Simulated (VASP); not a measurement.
```xyz
2
Lattice="0.0000 2.6497 2.6497 2.6497 0.0000 2.6497 2.6497 2.6497 0.0000" Properties=species:S:1:pos:R:3 pbc="T T T"
Si     0.0000     0.0000     0.0000
Si     1.3248     1.3248     1.3248
```

All values below come from PBE0 hybrid, VASP's PBE PAW potentials (set 64) (plane waves; VASP 6.6.1). Run with 520 eV cut-off, 6×6×6 Γ-centred mesh, Gaussian smearing of 0.050 eV, potentials Si.

**Question.** What does the run give for the energy per atom (σ→0), pressure, band gap (on the k-mesh) with the smallest direct gap where there is one?

**Answer.** 
```
Property                                     Result
-----------------------------------  --------------
band gap (on the k-mesh)                    1.80 eV
smallest direct gap (on the k-mesh)         4.03 eV
energy per atom (σ→0)                -6.740 eV/atom
pressure                                   8.59 GPa
```

Total energies compare only between runs with the same potentials, cut-off and functional.

The compound is Si in the diamond structure. This cell is one point of a volume scan, at 0.91 of the reference volume. The cell's shape comes from a PBE relaxation.
